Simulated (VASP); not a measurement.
Here is the system:

```xyz
6
Lattice="4.7000 0.0000 0.0000 0.0000 4.7000 0.0000 0.0000 0.0000 3.1300" Properties=species:S:1:pos:R:3 pbc="T T T"
Zn     0.0000     0.0000     0.0000
Zn     2.3500     2.3500     1.5650
F      1.4241     1.4241     0.0000
F      3.7741     0.9259     1.5650
F      0.9259     3.7741     1.5650
F      3.2759     3.2759     0.0000
```

Level of theory: PBE GGA, VASP's PBE PAW potentials (set 64) (plane waves; VASP). Numerical set-up: 400 eV cut-off, 5×5×7 Γ-centred mesh, Fermi-Dirac smearing of 0.010 eV, potentials Zn F.

At this cut-off the stress carries a Pulay error, which pulls relaxed volumes low.

### Question
The ions, cell shape and volume are relaxed. Predict the relaxed structure.

### Answer

```xyz
6
Lattice="4.6573 0.0000 0.0000 0.0000 4.6573 0.0000 0.0000 0.0000 3.1265" Properties=species:S:1:pos:R:3 pbc="T T T"
Zn     4.6573     0.0000     0.0000
Zn     2.3286     2.3286     1.5633
F      1.4078     1.4078     0.0000
F      3.7364     0.9208     1.5633
F      0.9208     3.7364     1.5633
F      3.2495     3.2495     0.0000
```
Space group P4_2/mnm (136), at a tolerance of 0.03 Å.

### Question
How do energy and volume change from the first to the last step?

### Answer
The energy (σ→0) changes by -2.9 meV/atom and the volume by -1.9 %, in 5 ionic steps.

The structure is a typed ZnF2 crystal (P4_2/mnm). This run relaxes it. Symmetry was kept, so distortions that lower it aren't found. The run is one of a series of settings (EDIFFG = -0.01, IBRION = 2, ISIF = 3, NSW = 50 against the base run), some of them coarse on purpose.
